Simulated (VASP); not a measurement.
These are PBEsol GGA, VASP's PBE PAW potentials (set 64) (plane waves; VASP) values and carry that method's errors.

VASP ran on this input.

INCAR:
```
ALGO = Normal
EDIFF = 1E-6
EDIFFG = -0.01
ENCUT = 520
GGA = PS
IBRION = 2
ISIF = 3
ISMEAR = 0
LASPH = .TRUE.
LCHARG = .FALSE.
LMAXMIX = 4
LREAL = .FALSE.
LWAVE = .FALSE.
NELM = 100
NSW = 60
PREC = Accurate
SIGMA = 0.05
SYSTEM = CdS
```

File POSCAR:
```
CdS
1
    0.0000000000     2.9100000000     2.9100000000
    2.9100000000     0.0000000000     2.9100000000
    2.9100000000     2.9100000000     0.0000000000
Cd S
1 1
Direct
  0.0000000000   0.0000000000   0.0000000000
  0.2500000000   0.2500000000   0.2500000000
```

**KPOINTS**
```
Regular mesh
0
G
 7 7 7
0 0 0
```

POTCAR, in this order: Cd S (PBE.64 set). Program: vasp_std.

The resulting files:

**OUTCAR**
```
 ion  position               nearest neighbor table
   1  0.000  0.000  0.000-   2 2.52   2 2.52   2 2.52   2 2.52
   2  0.250  0.250  0.250-   1 2.52   1 2.52   1 2.52   1 2.52
  LATTYP: Found a face centered cubic cell.
 ALAT       =     5.8200000000
 Subroutine PRICEL returns:
 Original cell was already a primitive cell.
 Subroutine GETGRP returns: Found 24 space group operations
The static configuration has the point symmetry T_d .
The dynamic configuration has the point symmetry T_d .
 Subroutine INISYM returns: Found 24 space group operations
 Subroutine IBZKPT returns following result:
 Found     20 irreducible k-points:

 Following reciprocal coordinates:
            Coordinates               Weight
  0.000000  0.000000  0.000000      1.000000
  0.142857  0.000000  0.000000      8.000000
  0.285714  0.000000  0.000000      8.000000
  0.428571  0.000000  0.000000      8.000000
  0.142857  0.142857  0.000000      6.000000
  0.285714  0.142857  0.000000     24.000000
  0.428571  0.142857  0.000000     24.000000
 -0.428571  0.142857  0.000000     24.000000
 -0.285714  0.142857  0.000000     24.000000
 -0.142857  0.142857  0.000000     12.000000
  0.285714  0.285714  0.000000      6.000000
  0.428571  0.285714  0.000000     24.000000
 -0.428571  0.285714  0.000000     24.000000
 -0.285714  0.285714  0.000000     12.000000
  0.428571  0.428571  0.000000      6.000000
 -0.428571  0.428571  0.000000     12.000000
  0.428571  0.285714  0.142857     24.000000
 -0.428571  0.285714  0.142857     48.000000
 -0.428571  0.428571  0.142857     24.000000
 -0.285714  0.428571  0.142857     24.000000
   k-points           NKPTS =     20   k-points in BZ     NKDIM =     20   number of bands    NBANDS=     13
   number of dos      NEDOS =    301   number of ions     NIONS =      2
   total plane-waves  NPLWV =  32768
   dimension x,y,z NGX =    32 NGY =   32 NGZ =   32
   dimension x,y,z NGXF=    64 NGYF=   64 NGZF=   64
   ions per type =               1   1
   PREC   = accura    normal or accurate (medium, high low for compatibility)
   ISTART =      0    job   : 0-new  1-cont  2-samecut
   ICHARG =      2    charge: 1-file 2-atom 10-const
   ISPIN  =      1    spin polarized calculation?
   LNONCOLLINEAR =      F non collinear calculations
   LSORBIT =      F    spin-orbit coupling
   INIWAV =      1    electr: 0-lowe 1-rand  2-diag
   ENCUT  =  520.0 eV  38.22 Ry    6.18 a.u.   7.65  7.65  7.65*2*pi/ulx,y,z
   NELM   =    100;   NELMIN=  2; NELMDL= -5     # of ELM steps
   EDIFF  = 0.1E-05   stopping-criterion for ELM
   LREAL  =      F    real-space projection
   NLSPLINE    = F    spline interpolate recip. space projectors
   LMAXMIX     =    4 max onsite mixed and CHGCAR
   VOSKOWN=      0    Vosko Wilk Nusair interpolation
   EDIFFG = -.1E-01   stopping-criterion for IOM
   NSW    =     60    number of steps for IOM
   NBLOCK =      1;   KBLOCK =     60    inner block; outer block
   IBRION =      2    ionic relax: 0-MD 1-quasi-New 2-CG
   NFREE  =      1    steps in history (QN), initial steepest desc. (CG)
   ISIF   =      3    stress and relaxation
   ISYM   =      2    0-nonsym 1-usesym 2-fastsym
   TEIN   =    0.0    initial temperature
   TEBEG  =    0.0;   TEEND  =   0.0 temperature during run
   SMASS  =  -3.00    Nose mass-parameter (am)
   PSTRESS=    0.0 pullay stress
   NELECT =      18.0000    total number of electrons
   EFERMI =   0.00;   METHOD = LEGACY
   ISMEAR =     0;   SIGMA  =   0.05  broadening in eV -4-tet -1-fermi 0-gaus
   IALGO  =     38    algorithm
   LDIAG  =      T    sub-space diagonalisation (order eigenvalues)
   IMIX   =      4    mixing-type and parameters
     AMIX     =   0.40;   BMIX     =  1.00
     AMIX_MAG =   1.60;   BMIX_MAG =  1.00
...
```

### OSZICAR
```
       N       E                     dE             d eps       ncg     rms          rms(c)
DAV:   1     0.107627000464E+03    0.10763E+03   -0.93331E+03   528   0.126E+03
DAV:   2    -0.244355622870E+01   -0.11007E+03   -0.10438E+03   560   0.297E+02
DAV:   3    -0.727599132721E+01   -0.48324E+01   -0.48146E+01   635   0.641E+01
DAV:   4    -0.731113284903E+01   -0.35142E-01   -0.35123E-01   580   0.544E+00
DAV:   5    -0.731163189198E+01   -0.49904E-03   -0.49904E-03   635   0.635E-01    0.823E+00
DAV:   6    -0.683477623005E+01    0.47686E+00   -0.99749E-01   770   0.150E+01    0.646E+00
DAV:   7    -0.681474140287E+01    0.20035E-01   -0.18255E-01   535   0.356E+00    0.310E+00
DAV:   8    -0.681241526835E+01    0.23261E-02   -0.20173E-02   580   0.218E+00    0.263E-01
DAV:   9    -0.681208857776E+01    0.32669E-03   -0.30276E-03   595   0.948E-01    0.614E-02
DAV:  10    -0.681212750091E+01   -0.38923E-04   -0.26435E-04   555   0.221E-01    0.638E-02
DAV:  11    -0.681215545617E+01   -0.27955E-04   -0.46756E-05   568   0.783E-02    0.349E-02
DAV:  12    -0.681216262237E+01   -0.71662E-05   -0.30994E-05   550   0.648E-02    0.855E-03
DAV:  13    -0.681216251027E+01    0.11210E-06   -0.30422E-06   590   0.206E-02
   1 F= -.68121625E+01 E0= -.68121625E+01  d E =-.681216E+01
       N       E                     dE             d eps       ncg     rms          rms(c)
DAV:   1    -0.683795582602E+01   -0.25793E-01   -0.51720E-01   560   0.101E+01    0.121E+00
DAV:   2    -0.681538603901E+01    0.22570E-01   -0.55795E-02   575   0.391E+00    0.445E-01
DAV:   3    -0.681304411345E+01    0.23419E-02   -0.65741E-03   555   0.999E-01    0.372E-01
DAV:   4    -0.681279741290E+01    0.24670E-03   -0.37518E-04   525   0.218E-01    0.738E-02
DAV:   5    -0.681277160944E+01    0.25803E-04   -0.78821E-05   635   0.147E-01    0.184E-02
DAV:   6    -0.681277158766E+01    0.21783E-07   -0.10664E-05   530   0.447E-02    0.113E-02
DAV:   7    -0.681277180671E+01   -0.21905E-06   -0.73859E-07   370   0.757E-03
   2 F= -.68127718E+01 E0= -.68127718E+01  d E =-.609296E-03
       N       E                     dE             d eps       ncg     rms          rms(c)
DAV:   1    -0.681506212407E+01   -0.22905E-02   -0.44062E-02   560   0.291E+00    0.346E-01
DAV:   2    -0.681309566992E+01    0.19665E-02   -0.49328E-03   575   0.117E+00    0.126E-01
DAV:   3    -0.681290242121E+01    0.19325E-03   -0.56800E-04   560   0.288E-01    0.104E-01
DAV:   4    -0.681288878515E+01    0.13636E-04   -0.32096E-05   525   0.663E-02    0.208E-02
DAV:   5    -0.681288855774E+01    0.22741E-06   -0.61415E-06   550   0.412E-02
   3 F= -.68128886E+01 E0= -.68128886E+01  d E =-.726047E-03
```

File OUTCAR:
```
------------------------ aborting loop because EDIFF is reached ----------------------------------------
  FORCE on cell =-STRESS in cart. coord.  units (eV):
  Direction    XX          YY          ZZ          XY          YZ          ZX
  --------------------------------------------------------------------------------------
  Total        0.0095837      0.0095837      0.0095837      0.0000000      0.0000000      0.0000000
  in kB        0.3088776      0.3088776      0.3088776      0.0000000      0.0000000      0.0000000
  external PRESSURE =       0.3088776 kB  Pullay stress =       0.0000000 kB
  volume of cell :       49.71
      direct lattice vectors                 reciprocal lattice vectors
     0.000000000  2.918380667  2.918380667    -0.171327889  0.171327889  0.171327889
     2.918380667 -0.000000000  2.918380667     0.171327889 -0.171327889  0.171327889
     2.918380667  2.918380667  0.000000000     0.171327889  0.171327889 -0.171327889
  FREE ENERGIE OF THE ION-ELECTRON SYSTEM (eV)
  ---------------------------------------------------
  free  energy   TOTEN  =        -6.8128885577 eV

  energy  without entropy=       -6.8128885577  energy(sigma->0) =       -6.81288856

 reached required accuracy - stopping structural energy minimisation
```
(Selected blocks of OUTCAR.)

File CONTCAR:
```
CdS
   1.00000000000000
     0.0000000000000000    2.9183806670948838    2.9183806670948838
     2.9183806670948838   -0.0000000000000000    2.9183806670948838
     2.9183806670948838    2.9183806670948838    0.0000000000000000
  Cd              S
     1     1
Direct
     0.0000000000000000    0.0000000000000000    0.0000000000000000
     0.2500000000000000    0.2500000000000000    0.2500000000000000
```

The compound is CdS in the zinc blende structure, a metastable form; wurtzite is the usual one. This run relaxes it. Symmetry was kept, so distortions that lower it aren't found.
